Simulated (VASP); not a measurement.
```
CELL_PARAMETERS angstrom
      0.00000     3.14423     3.14423
      3.14423     0.00000     3.14423
      3.14423     3.14423     0.00000
ATOMIC_POSITIONS crystal
  Ba 0.00000 0.00000 0.00000
  F  0.25000 0.25000 0.25000
  F  0.75000 0.75000 0.75000
```

These are PBE GGA, VASP's PBE PAW potentials (set 64) (plane waves; VASP 6.6.1) values and carry that method's errors. Numerical set-up: PREC = Normal, EDIFF = 1E-5, 450 eV cut-off, 8×8×8 Γ-centred mesh, Gaussian smearing of 0.050 eV, potentials Ba_sv F.

At this cut-off the stress carries a Pulay error, which pulls relaxed volumes low.

Question: Estimate the energy per atom (σ→0), pressure.

Answer: 
| Property | Result |
|---|---|
| energy per atom (σ→0) | -551.2 kJ/mol of atoms |
| pressure | -15.5 kbar |

The absolute energy has meaning only against runs of the same code, potentials and settings.

The compound is BaF2 in the fluorite structure. It was relaxed first.
